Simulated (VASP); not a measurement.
Data:

```
CELL_PARAMETERS angstrom
      2.16839    -3.75576     0.00000
      2.16839     3.75576     0.00000
      0.00000     0.00000     7.56281
ATOMIC_POSITIONS crystal
  Cd 0.00000 0.00000 0.00000
  I  0.33333 0.66667 0.22758
  I  0.66667 0.33333 0.77242
```

Level of theory: PBE GGA, VASP's PBE PAW potentials (set 64) (plane waves; VASP). Run with 520 eV cut-off, Gaussian smearing of 0.050 eV, potentials Cd I.

Without a dispersion term in the relaxation, distances and binding between the weakly bound layers, chains or molecules are unreliable, and so is what depends on them. Unless said otherwise, spin-orbit coupling is left out, though it shifts the bands of the heavy elements here.

### Question
Give the energies of bands 8 to 16 at the high-symmetry points, in eV from the valence-band maximum.

### Answer

```
band      Γ      M      K      A      L      H
----  -----  -----  -----  -----  -----  -----
8     -3.23  -3.54  -3.46  -2.91  -3.58  -3.42
9     -0.31  -2.54  -2.04  -1.04  -2.69  -2.21
10    -0.25  -1.50  -2.04  -0.28  -1.20  -2.21
11    -0.25  -1.26  -1.75  -0.28  -1.17  -1.87
12    -0.05  -0.42  -0.66   0.00  -0.37  -0.34
13    -0.05  -0.13  -0.66   0.00  -0.23  -0.34
14     2.45   2.56   2.91   3.17   2.41   3.24
15     4.54   5.10   6.77   4.51   5.12   5.78
16     6.29   6.29   6.77   6.21   6.05   5.78
```

The gap is indirect, 2.41 eV, from the valence maximum at Γ-M at 0.33 to the conduction minimum at L.

The compound is CdI2 in the 1T layered structure. It was relaxed first, which changed the volume by +15 %.
